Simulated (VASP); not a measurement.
Given:

```yaml
crystal:
  lattice:
    - [3.56599, 0.00000, 0.00000]
    - [-1.78299, 3.08824, 0.00000]
    - [0.00000, 0.00000, 5.46212]
  atoms:
    - { symbol: Dy, position: [0.33333, 0.66667, 0.25000] }
    - { symbol: Dy, position: [0.66667, 0.33333, 0.75000] }
```

Computed with PBE GGA, VASP's PBE PAW potentials (set 64) (plane waves; VASP). Numerical set-up: 300 eV cut-off, 7×7×4 Γ-centred mesh, Gaussian smearing of 0.27 eV, potentials Dy.

The run has a spin-polarised start.

Question: Give the spin-up energies of bands 15 to 28 at the high-symmetry points, in eV from the Fermi level.

Answer: 
| band | Γ | M | K | A | L | H |
|---|---|---|---|---|---|---|
| 15 | -3.41 | -3.39 | -3.38 | -3.41 | -3.36 | -3.34 |
| 16 | -3.35 | -3.31 | -3.32 | -3.41 | -3.36 | -3.34 |
| 17 | -3.35 | -3.30 | -3.32 | -3.31 | -3.28 | -3.32 |
| 18 | -3.32 | -3.26 | -3.26 | -3.31 | -3.28 | -3.32 |
| 19 | -3.32 | -2.75 | -2.72 | -3.31 | -2.77 | -2.74 |
| 20 | -2.89 | -2.75 | -2.72 | -3.31 | -2.77 | -2.74 |
| 21 | -2.88 | -2.75 | -2.72 | -2.90 | -2.73 | -2.72 |
| 22 | -2.85 | -2.71 | -2.72 | -2.90 | -2.73 | -2.72 |
| 23 | -2.73 | -1.85 | -0.90 | -2.78 | -1.89 | -0.46 |
| 24 | -2.09 | -1.39 | -0.67 | -2.78 | -1.89 | -0.46 |
| 25 | 1.70 | -0.90 | -0.67 | 1.32 | 0.21 | -0.28 |
| 26 | 2.00 | 0.19 | -0.30 | 1.32 | 0.21 | -0.28 |
| 27 | 2.00 | 1.52 | 1.39 | 1.84 | 1.96 | 0.76 |
| 28 | 2.67 | 1.91 | 1.39 | 1.84 | 1.96 | 0.76 |

Question: Give the spin-down energies of bands 15 to 28 at the high-symmetry points, in eV from the Fermi level.

Answer: 
```
band     Γ      M      K     A      L      H
----  ----  -----  -----  ----  -----  -----
15    0.04  -0.12  -0.11  0.07  -0.03  -0.11
16    0.04   0.09   0.02  0.07  -0.03  -0.11
17    0.09   0.14   0.09  0.07   0.17   0.41
18    0.09   0.15   0.09  0.07   0.17   0.41
19    0.71   0.20   0.20  0.80   0.66   0.44
20    0.71   0.55   0.27  0.80   0.66   0.44
21    0.81   0.69   0.65  0.80   0.74   0.69
22    0.81   0.72   0.65  0.80   0.74   0.69
23    1.07   0.78   0.65  1.08   0.84   0.74
24    1.08   0.85   0.77  1.08   0.84   0.74
25    2.22   0.87   0.86  1.90   0.87   0.92
26    2.57   0.98   0.86  1.90   0.87   0.92
27    2.57   2.10   2.02  2.39   2.53   1.38
28    3.23   2.54   2.02  2.39   2.53   1.38
```

It has no gap at this level: it comes out as a metal or semimetal.

The structure comes from a computed database's Dy entry; how it stands against other phases isn't given here. The cell was not relaxed at this level.
